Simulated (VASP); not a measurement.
Given:

```xyz
3
Lattice="0.0000 3.3658 3.3658 3.3658 0.0000 3.3658 3.3658 3.3658 0.0000" Properties=species:S:1:pos:R:3 pbc="T T T"
Mg     1.6829     1.6829     1.6829
Mg     5.0487     5.0487     5.0487
Sn     0.0000     0.0000     0.0000
```

All values below come from LDA (Ceperley-Alder, Perdew-Zunger), VASP's LDA PAW potentials (set 64) (plane waves; VASP). Numerical set-up: 300 eV cut-off, 5×5×5 Γ-centred mesh, Fermi-Dirac smearing of 0.010 eV, potentials Mg Sn_d.

At this cut-off the stress carries a Pulay error, which pulls relaxed volumes low. Unless said otherwise, spin-orbit coupling is left out, though it shifts the bands of the heavy elements here.

Problem. Predict the energy per atom (σ→0), pressure, band gap (on the k-mesh) with the smallest direct gap where there is one.

Solution. 
| Item | Value |
|---|---|
| band gap (on the k-mesh) | none (metal, semimetal or under 0.01 eV) |
| energy per atom (σ→0) | -2950 meV/atom |
| pressure | -1.69 GPa |

The structure is a typed Mg2Sn crystal. The cell was not relaxed at this level. The k-mesh is coarse (spacing up to 0.32 per Å, 2π included), so the numbers may not be converged in it.
